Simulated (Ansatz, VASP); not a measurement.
# Zr2Mo (Zr2Mo in the C11b ordering): VASP beside Ansatz

Aim: how closely do two programs agree when they are given the same cell, functional and k mesh? The cell is generated by rule, not measured, and may not be a known phase. The cell is taken from a series of runs on this material, whose earlier steps may have relaxed, scaled, displaced or heated it; both programs get it as it stands.

Program: Ansatz 0.2.0. Level of theory: plane waves, with VASP 6.6.1 beside it; relaxation of cell and atoms at PBE and zone-centre phonons at PBE. Results are calculated unless marked as measured.

The structure was built from a prototype and need not be the compound's stable phase.

## Step 1: Starting point

It takes space group I4/mmm (No. 139, tetragonal). The conventional cell has a = 3.397 Å, b = 3.397 Å, c = 10.535 Å, α = 90.00°, β = 90.00°, γ = 90.00°. Nearest to Mo lie 8 Zr at 2.87 Å. Zr has 4 Mo at 2.87 Å and 5 Zr at 3.15 to 3.20 Å nearest. Farther neighbours are not listed.

Structure file:

```xyz
3
Lattice="3.3965 0.0000 0.0000 0.0000 3.3965 0.0000 1.6983 1.6983 5.2677" Properties=species:S:1:pos:R:3 pbc="T T T"
Mo    0.0000    0.0000    0.0000
Zr    3.3965    3.3965    3.6946
Zr    1.6983    1.6983    1.5731
```

## Step 2: VASP: relaxation of cell and atoms, PBE, pair 1

The relaxed volume is the usual yardstick between codes: in a stiff, nearly cubic crystal its relative difference is about their pressure difference at one cell divided by the bulk modulus.

Lines of VASP's logs that name or quote its potential files are left out, and so is its time.

Contents of INCAR:

```
SYSTEM = Zr2Mo
PREC = Accurate
ENCUT = 500
EDIFF = 1E-07
NELM = 120
ISMEAR = 1
SIGMA = 0.2
LREAL = .FALSE.
ALGO = Normal
GGA = PE
NBANDS = 25
LASPH = .TRUE.
LORBIT = 11
LWAVE = .FALSE.
LCHARG = .FALSE.
ISIF = 3
IBRION = 2
NSW = 80
EDIFFG = -0.005
GGA_COMPAT = .FALSE.
NELMIN = 4
KPAR = 2
```

Contents of POSCAR:

```
Zr2Mo
1.0
    3.3965250000      0.0000000000      0.0000000000
    0.0000000000      3.3965250000      0.0000000000
    1.6982620000      1.6982620000      5.2676670000
Mo Zr
1 2
Direct
    0.0000000000      0.0000000000      0.0000000000
    0.6493171539      0.6493171539      0.7013658988
    0.3506828461      0.3506828461      0.2986341012
```

Contents of KPOINTS:

```
Automatic mesh
0
Gamma
8 8 8
0 0 0
```

PAW data sets: Mo_sv and Zr_sv (PBE family, release 64).

Launch:

```sh
mpirun -np 2 vasp_std
```

Numbers of over 12 decimals in the logs are rounded to 6 here.

Log:

```text
[banner, memory and clock lines left out]
running    2 mpi-ranks, on    1 nodes
 distrk:  each k-point on    1 cores,    2 groups
 distr:  one band on    1 cores,    1 groups

 POSCAR found type information on POSCAR MoZr
 POSCAR found :  2 types and       3 ions
 LDA part: xc-table for (Slater+PW92), standard interpolation
 POSCAR, INCAR and KPOINTS ok, starting setup
 FFT: planning ... GRIDC
 FFT: planning ... GRID_SOFT
 FFT: planning ... GRID
 WAVECAR not read
 entering main loop
       N       E                     dE             d eps       ncg     rms          rms(c)
DAV:   1     0.362429456825E+03    0.36243E+03   -0.20568E+04  2950   0.149E+03
DAV:   2    -0.719624360403E+01   -0.36963E+03   -0.36404E+03  3399   0.446E+02
DAV:   3    -0.285297556304E+02   -0.21334E+02   -0.20978E+02  5604   0.797E+01
DAV:   4    -0.292025609593E+02   -0.67281E+00   -0.67140E+00  3507   0.138E+01
DAV:   5    -0.292269220975E+02   -0.24361E-01   -0.24351E-01  4664   0.208E+00    0.195E+01
DAV:   6    -0.283437769285E+02    0.88315E+00   -0.49654E+00  3700   0.110E+01    0.929E+00
DAV:   7    -0.285495006497E+02   -0.20572E+00   -0.73328E+00  3341   0.110E+01    0.613E+00
DAV:   8    -0.279339083140E+02    0.61559E+00   -0.32845E+00  3626   0.680E+00    0.146E+00
DAV:   9    -0.279412205224E+02   -0.73122E-02   -0.12087E-01  3940   0.184E+00    0.739E-01
DAV:  10    -0.279418896488E+02   -0.66913E-03   -0.12244E-02  3927   0.788E-01    0.102E-01
DAV:  11    -0.279418850845E+02    0.45643E-05   -0.64093E-04  4048   0.185E-01    0.391E-02
DAV:  12    -0.279418650918E+02    0.19993E-04   -0.37130E-05  3971   0.368E-02    0.162E-02
DAV:  13    -0.279418658227E+02   -0.73086E-06   -0.62945E-06  3784   0.167E-02    0.280E-03
DAV:  14    -0.279418653744E+02    0.44830E-06   -0.18223E-07  2964   0.309E-03    0.996E-04
DAV:  15    -0.279418652128E+02    0.16157E-06   -0.28026E-08  2043   0.121E-03    0.538E-04
DAV:  16    -0.279418651768E+02    0.36036E-07   -0.99759E-09  1866   0.577E-04
   1 F= -.27941865E+02 E0= -.27940443E+02  d E =-.279419E+02
[...]
2 F= -.27941941E+02 E0= -.27940586E+02  d E =-.762228E-04
[...]
3 F= -.27941986E+02 E0= -.27940605E+02  d E =-.120874E-03
 curvature:  -0.31 expect dE=-0.317E-04 dE for cont linesearch -0.279E-08
 trial: gam= 0.25430 g(F)=  0.455E-04 g(S)=  0.559E-04 ort = 0.187E-05 (trialstep = 0.924E+00)
 search vector abs. value=  0.128E-03
 bond charge predicted
       N       E                     dE             d eps       ncg     rms          rms(c)
DAV:   1    -0.279421939734E+02   -0.20787E-03   -0.25117E-02  2954   0.134E+00    0.103E-01
DAV:   2    -0.279421245071E+02    0.69466E-04   -0.11674E-03  3570   0.221E-01    0.646E-02
DAV:   3    -0.279420650730E+02    0.59434E-04   -0.58715E-04  3473   0.956E-02    0.444E-02
DAV:   4    -0.279420273010E+02    0.37772E-04   -0.13676E-04  3609   0.729E-02    0.131E-02
DAV:   5    -0.279420290032E+02   -0.17022E-05   -0.50561E-06  4338   0.135E-02    0.564E-03
DAV:   6    -0.279420300282E+02   -0.10250E-05   -0.65533E-07  4014   0.490E-03    0.150E-03
DAV:   7    -0.279420302459E+02   -0.21763E-06   -0.50718E-08  1741   0.157E-03    0.399E-04
DAV:   8    -0.279420302911E+02   -0.45222E-07   -0.96398E-09  1648   0.737E-04
   4 F= -.27942030E+02 E0= -.27940681E+02  d E =-.442399E-04
 trial-energy change:   -0.000044  1 .order   -0.000044   -0.000094    0.000007
 step:   0.8621(harm=  0.8597)  dis= 0.00113  next Energy=   -27.942031 (dE=-0.445E-04)
 reached required accuracy - stopping structural energy minimisation
```

OUTCAR, selected parts (step 2):

```text
ion  position               nearest neighbor table
   1  0.000  0.000  0.000-   2 2.87   3 2.87   2 2.87   2 2.87   3 2.87   3 2.87   2 2.87   3 2.87
                             3 3.69   2 3.69
   2  0.649  0.649  0.701-   1 2.87   1 2.87   1 2.87   1 2.87   3 3.15   3 3.20   3 3.20   3 3.20
                             3 3.20   1 3.69
   3  0.351  0.351  0.299-   1 2.87   1 2.87   1 2.87   1 2.87   2 3.15   2 3.20   2 3.20   2 3.20
                             2 3.20   1 3.69

  LATTYP: Found a body centered tetragonal cell.
 ALAT       =     3.3965250000
 C/A-ratio  =     3.1017978669

 Subroutine GETGRP returns: Found 16 space group operations
 (whereof 16 operations were pure point group operations)

The static configuration has the point symmetry D_4h.

 Found     59 irreducible k-points:

   k-points           NKPTS =     59   k-points in BZ     NKDIM =     59   number of bands    NBANDS=     25

   dimension x,y,z NGX =    28 NGY =   28 NGZ =   42
   dimension x,y,z NGXF=    56 NGYF=   56 NGZF=   84

   ENCUT  =  500.0 eV  36.75 Ry    6.06 a.u.   6.19  6.19 10.56*2*pi/ulx,y,z

   NELECT =      38.0000    total number of electrons

 k-points in reciprocal lattice and weights: Automatic mesh
   0.00000000  0.00000000  0.00000000       0.002
   0.12500000  0.00000000  0.00000000       0.016
   0.25000000  0.00000000  0.00000000       0.016
   0.37500000  0.00000000 -0.00000000       0.016
   0.50000000  0.00000000  0.00000000       0.008
   0.12500000  0.12500000  0.00000000       0.016
   0.25000000  0.12500000  0.00000000       0.031
   0.37500000  0.12500000  0.00000000       0.031
   0.50000000  0.12500000  0.00000000       0.031
[...]
-0.12500000 -0.12500000  0.37500000       0.008
   0.00000000  0.00000000  0.50000000       0.002

 average (electrostatic) potential at core
       1 -71.1277       2 -73.3846       3 -73.3846

 E-fermi :   9.6807

 k-point     1 :       0.0000    0.0000    0.0000
  band No.  band energies     occupation
    ...
     13       4.0481      2.00000
     14       6.8311      2.00000
     15       7.4205      2.00000
     16       7.7257      2.00000
     17       8.4888      2.00000
     18       9.8424      0.01557
     19       9.9145     -0.06987
     20       9.9145     -0.06987
     21      12.1875     -0.00000
     22      12.1875     -0.00000
    ...

 k-point     2 :       0.1250    0.0000    0.0000
  band No.  band energies     occupation
    ...
     14       6.9179      2.00000
     15       7.5310      2.00000
     16       7.7337      2.00000
     17       8.6328      2.00000
     18       9.6400      1.33675
     19       9.8280      0.05626
     20      10.0458     -0.02694
     21      11.3007     -0.00000
     22      11.6293     -0.00000
     23      11.9800     -0.00000
    ...

 k-point     3 :       0.2500    0.0000    0.0000
  band No.  band energies     occupation
    ...
     15       7.4483      2.00000
     16       8.0452      2.00000
     17       9.1071      2.00038
     18       9.3465      2.03963
     19       9.4122      2.06729
     20      10.0619     -0.02141
     21      11.1157     -0.00000
     22      11.4857     -0.00000
     23      11.7602     -0.00000
     24      11.8975     -0.00000
    ...

  Total        0.0008385      0.0008385      0.0066238      0.0000000     -0.0000000     -0.0000000
  in kB        0.0220657      0.0220657      0.1743062      0.0000000     -0.0000000     -0.0000000
  external PRESSURE =       0.0728125 kB  Pullay stress =       0.0000000 kB

  energy-cutoff  :      500.00
  volume of cell :       60.88
      direct lattice vectors                 reciprocal lattice vectors
     3.400902467 -0.000000000  0.000000000     0.294039600  0.000000000 -0.094984030
    -0.000000000  3.400902467  0.000000000     0.000000000  0.294039600 -0.094984030
     1.700450733  1.700450733  5.264041272    -0.000000000 -0.000000000  0.189968115

 POSITION                                       TOTAL-FORCE (eV/Angst)
 -----------------------------------------------------------------------------------
      5.10135      1.70045      5.26404        -0.000000      0.000000      0.000000
      3.40090      3.40090      3.69386         0.000000      0.000000     -0.000878
      1.70045      1.70045      1.57019        -0.000000     -0.000000      0.000878
 -----------------------------------------------------------------------------------
    total drift:                                0.000000     -0.000000      0.000000

  FREE ENERGIE OF THE ION-ELECTRON SYSTEM (eV)
  ---------------------------------------------------
  free  energy   TOTEN  =       -27.9420302911 eV

  energy  without entropy=      -27.9379821570  energy(sigma->0) =      -27.94068091

 reached required accuracy - stopping structural energy minimisation

 total charge
# of ion       s       p       d       tot
------------------------------------------
    1        2.360   6.099   4.049  12.508
    2        2.233   5.969   1.690   9.891
    3        2.233   5.969   1.690   9.891
--------------------------------------------------
tot          6.825  18.037   7.429  32.291

[... 3 further parts left out ...]
```

## Step 3: Ansatz: relaxation of cell and atoms, PBE, pair 1

Ansatz runs on its default PAW (the set named soft_2) files.

The same cell, functional, mesh and smearing now go to Ansatz, which takes its cutoff from its data sets.

Contents of input.yaml:

```yaml
crystal:
  lattice:
    - [3.3965245752, 0.0, 0.0]
    - [0.0, 3.3965245752, 0.0]
    - [1.6982622876, 1.6982622876, 5.2676670219]
  atoms:
    - { symbol: Mo, position: [0.0, 0.0, 0.0] }
    - { symbol: Zr, position: [0.6493170839, 0.6493170839, 0.7013658322] }
    - { symbol: Zr, position: [0.3506829161, 0.3506829161, 0.2986341678] }
kpoints:
  mp_grid: { grid: [8, 8, 8] }
hamiltonian:
  xc: pbe
scf:
  occupations: { method: methfessel_paxton, width: 0.2 }
output:
  forces: true
  stress: true
  eigenvalues: true
relax:
  adjacent_minimum: "off"
  f_tol: 0.001
  max_steps: 60
  cell: { stress_tol: 0.01 }
```

Launch:

```sh
ansatz run input.yaml --threads 4 --pin off --max-ram 8192MiB --backend cpu --events-out ev --progress --plain --runs-dir out
```

Log:

```text
Engine: ansatz 0.2.0, aarch64-unknown-linux-gnu
Pseudopotentials: kind: paw
Pseudopotential: Mo, paw, valence charge 14, recommended cutoff 420 eV (normal), Mo.paw.azcp
Pseudopotential: Zr, paw, valence charge 12, recommended cutoff 420 eV (normal), Zr.paw.azcp
Functional definition: PBE
  parameter kappa = 0.804
  parameter beta = 0.066725
  exchange = pbe_x(kappa = kappa, mu = beta*pi^2/3)
  correlation = pbe_c(beta = beta)
Crystal: 3 atoms, lattice volume = 60.770 Å³
Basis set: ecut = 420 eV, 1185 PW (Γ), exchange–correlation on 48×48×80 points (8 copies of the dense FFT grid, shifted against one another)
Bands: 23, of which v1, the nominal top of the filled ones, is band 19 counted from 1 (18 counted from 0)
Symmetry: 16 space group operations
Space group: I4/mmm (ITA 139), of the structure as read, at distance tolerance 3.9e-5 Å
k-points: 59 of 512
Non-local potential: Mo, projectors of the file, l = 0: 3, l = 1: 2, l = 2: 2, l = 3: 1
Non-local potential: Zr, projectors of the file, l = 0: 3, l = 1: 2, l = 2: 2, l = 3: 2
PAW form: soft (Blöchl's): semilocal exchange-correlation on the pseudo side does not see the compensation charge
PAW one-centre angular grid: Mo, 590 points (default); XC on 64 Gauss nodes
PAW one-centre angular grid: Zr, 590 points (default); XC on 64 Gauss nodes
Initial density: superposition of atomic densities (neutral atoms: chi_scale 0, normalization atom), corrected by the library's trained network
Initial wavefunctions: pseudopotential atomic-orbital guess
Functional: x = pbe(κ = 0.804, μ = 0.219515), c = pbe(β = 0.066725)
SCF iter   1: F=—  HF=-13323.657470 eV  |F-HF|=—  |Δ(HF+E_count)|=         —  Δρ=5.47e-3  dr2=3.64e-2  ethr=1.77e-3  ⟨swp⟩=3.6  Hψ=4849  notcnv=0
preconditioner: auto → Kerker (q_TF=auto, 2.523 Å⁻¹)  [metal: Δε(μ)=0.024 eV  Ē_g=3.203 eV  σ=0.200 eV  W_gap=0.10  n_scr=12 (ndim 8)  ℏωp=17.8 eV  f_vac=0.000  D(μ)=4.96/eV (n_scr^D=54)]
SCF iter   2: F=—  HF=-13323.655893 eV  |F-HF|=—  |Δ(HF+E_count)|=   1.58e-3  S|Δr|=    0.00e0  Δρ=2.74e-3  dr2=7.36e-3  ethr=9.59e-5  ⟨swp⟩=1.0  Hψ=1829  notcnv=0
SCF iter   3: F=—  HF=-13323.655045 eV  |F-HF|=—  |Δ(HF+E_count)|=   8.48e-4  S|Δr|=    0.00e0  Δρ=5.31e-4  dr2=1.75e-4  ethr=1.94e-5  ⟨swp⟩=2.2  Hψ=1724  notcnv=0
SCF iter   4: F=—  HF=-13323.655029 eV  |F-HF|=—  |Δ(HF+E_count)|=   1.62e-5  S|Δr|=    0.00e0  Δρ=8.16e-5  dr2=3.81e-6  ethr=4.60e-7  ⟨swp⟩=2.2  Hψ=1805  notcnv=0
SCF iter   5: F=—  HF=-13323.655027 eV  |F-HF|=—  |Δ(HF+E_count)|=   1.53e-6  S|Δr|=    0.00e0  Δρ=1.51e-5  dr2=1.57e-7  ethr=1.00e-8  ⟨swp⟩=2.4  Hψ=2259  notcnv=0
SCF iter   6: F=-13323.655027 eV  HF=-13323.655027 eV  |F-HF|=2.87e-10  |Δ(HF+E_count)|=   3.32e-9  S|Δr|=    0.00e0  Δρ=2.84e-6  dr2=4.03e-9  ethr=2.63e-10  ⟨swp⟩=4.0  Hψ=4145  notcnv=0
the search or the solves at the SCF's close seem to have found levels that the self-consistency loop had missed (the run counts 1). By its estimate they hold under 1e-12 electrons; where the run keeps them, the occupations were computed again with them
SCF 1 converged in 6 iterations: F = -13323.655027 eV  dr2 = 4.03e-9
  greatest PAW one-centre occupation: 0.998 electrons in one spin orbital (limit 2), on the Mo atom at site 0 (counted from 0), in its partial waves of l = 0
relax step   1: F+E_penalty+E_count = -13323.65502723 eV  Δ(F+E_penalty+E_count) = +0.000e0 eV  max|allowed force component| = 2.732e-2 eV/Å  Δτ_max = 0.0000 Å  P = +0.054 GPa  Ω = 60.770 Å³  (6 SCF iters, dr2 threshold 1.00e-7 eV, accepted)
[...]
relax step   3: F+E_penalty+E_count = -13323.65512334 eV  Δ(F+E_penalty+E_count) = -9.611e-5 eV  max|allowed force component| = 9.264e-4 eV/Å  Δτ_max = 0.0020 Å  P = -0.017 GPa  Ω = 60.832 Å³  energy of the carried Pulay correction = -1.050e-5 eV  (8 SCF iters, accepted)
[...]
relax step   4: F+E_penalty+E_count = -13323.65512614 eV  Δ(F+E_penalty+E_count) = -2.804e-6 eV  max|allowed force component| = 1.148e-3 eV/Å  Δτ_max = 0.0000 Å  P = +0.009 GPa  Ω = 60.820 Å³  energy of the carried Pulay correction = -8.429e-6 eV  (4 SCF iters, dr2 threshold 2.12e-9 eV, accepted)
[...]
relax step   5: F+E_penalty+E_count = -13323.65512583 eV  Δ(F+E_penalty+E_count) = +3.143e-7 eV  max|allowed force component| = 2.332e-4 eV/Å  Δτ_max = 0.0001 Å  P = +0.001 GPa  Ω = 60.823 Å³  energy of the carried Pulay correction = -8.941e-6 eV  (4 SCF iters, dr2 threshold 8.23e-11 eV, accepted)
[...]
relax step   6: F+E_penalty+E_count = -13323.65513453 eV  Δ(F+E_penalty+E_count) = -8.708e-6 eV  max|allowed force component| = 2.275e-4 eV/Å  Δτ_max = 0.0000 Å  P = +0.001 GPa  Ω = 60.823 Å³  stress off target by 8.61e-4 GPa  SCF on the basis re-selected at this cell (its energy is not comparable with the rows above)  (4 SCF iters)
basis re-selected at this cell: Δ(F+E_penalty+E_count) = -8.708e-6 eV, ΔP = +0.000 GPa vs the last step (what re-selecting the basis moved, of the pressure what is left beyond the Pulay correction that the steps carried, after the strain that the cell walked since its last selection, with what the two solves' SCF thresholds leave and, on support functions, any second-order correction that the steps lacked; it is no m [...]
SCF converged after 4 iterations
Stability not checked: this state was not tested for a lower state beside it, because cold or Methfessel-Paxton smearing, or corrected tetrahedra, fill the levels in a way that the test cannot read (fill_not_monotonic; see scf.lower_state_search)
Free energy (F): -13323.655135 eV
Harris-Foulkes:  -13323.655135 eV  (|F-HF|=0.00e0)
Internal energy: -13323.650969 eV  (E = F + TS)
E sigma→0 (E₀):  -13323.654093 eV
Entropy (-TS):   -0.004166 eV (-1.389 meV/atom)
Fermi energy:    15.720743 eV
--- Per-component energies (eV) ---
  E_band       = -259.123670
  E_kinetic    = 1109.436223
  E_local      = -2209.774346  (includes V_loc(G=0)·N_el)
  E_nonlocal   = 305.374742
  E_hartree    = 726.457378
  E_xc         = -507.039969
  E_vxc        = -611.191617  (∫ρ·V_xc dr)
  E_paw        = -9110.095963  (= ΣΔE_a)
  E_vpaw       = -305.883520  (= ΣTr[D̂ρ^β])
  E_aug_tail   = 0.000088  (compensation charges beyond the density's cutoff)
  E_ewald      = -3638.009122
  E_smearing   = -0.004166  (= −TS)
  E_closure    = 0.000000  (closes the sum)
  Σ components = -13323.655135   (vs F -13323.655135, Δ=0.00e0)
--- Forces (eV/Å), atoms counted from 1 ---
  atom   1  Mo    -0.00000000     0.00000000     0.00000000
  atom   2  Zr    -0.00000000     0.00000000    -0.00022750
  atom   3  Zr    -0.00000000     0.00000000     0.00022750
  max |Σ_I F_I| component: 3.47e-18 eV/Å
--- Stress (GPa, compression-positive) ---
        0.000861       0.000000       0.000000
        0.000000       0.000861       0.000000
        0.000000       0.000000      -0.000047
  P = ⅓ Tr σ = 0.0006 GPa (0.006 kbar)
--- Band table (eV; the first three rows and the last of 59) ---
  k-point 0: bands = [... 15 lower, 13.7634, 14.5258, 15.8835, 15.9538, 15.9538, 18.2308, 18.2308, 18.3773]
  k-point 1: bands = [... 15 lower, 13.6614, 14.7354, 15.9055, 15.9439, 15.9439, 17.6549, 17.6549, 18.5502]
  k-point 2: bands = [... 15 lower, 13.2665, 15.2508, 15.9213, 15.9213, 15.9617, 17.1782, 17.1782, 18.2288]
  k-point 58: bands = [... 15 lower, 14.3410, 14.8108, 14.8415, 14.8415, 17.0636, 17.0636, 18.1244, 18.1460]
--- Relaxed structure (5 steps of the walk, 4 accepted, 1 SCFs on fresh bases) ---
  F+E_penalty+E_count = -13323.65513453 eV   max|allowed force component| = 2.275e-4 eV/Å   (the final SCF, on the basis selected at the relaxed cell)
  cell:  # Å, volume = 60.8228 Å³
    - [3.399340, 0, 0.0]
    - [0, 3.399340, 0.0]
    - [1.699670, 1.699670, 5.263528]
  atoms:
    - { symbol: Mo, position: [0, 0, 0] }
    - { symbol: Zr, position: [0.649134, 0.649134, 0.701731] }
    - { symbol: Zr, position: [0.350866, 0.350866, 0.298269] }
```

In the SCF lines HF is the Harris–Foulkes energy and dr2 the Hartree energy of the density residual, in eV; the loop may stop once dr2 is under the threshold and the program's other checks hold. Hψ counts applications of the Hamiltonian.

## Step 4: Comparison

Known differences besides the potentials themselves: the cutoff is 420 eV in Ansatz and 500 eV in VASP; Ansatz adds a Pulay correction to the stress that steers its cell, VASP none. Total energies have different zeros and are not compared.

The two programs side by side:

```
                                         quantity  Ansatz   VASP  difference
                                      volume (Å³)   60.82  60.88     -0.10 %
edge a after relaxation, in the typed setting (Å)   3.399  3.401     -0.05 %
edge c after relaxation, in the typed setting (Å)   5.786  5.787     -0.02 %
```

(Continued in part 2 of 2.)

[Lines on the potential files, build, host, timing and source positions are cut from VASP's logs without a mark.]

[Logs are printed without paths, hosts, clocks, repeated set-up lines and the standing remarks that a program may print on its own settings, such as how far it seeks lower states.]

[Hosts, paths, dates, database ids (printed as entryN), source tags and the programs' standing remarks are cut or masked in the printed files.]
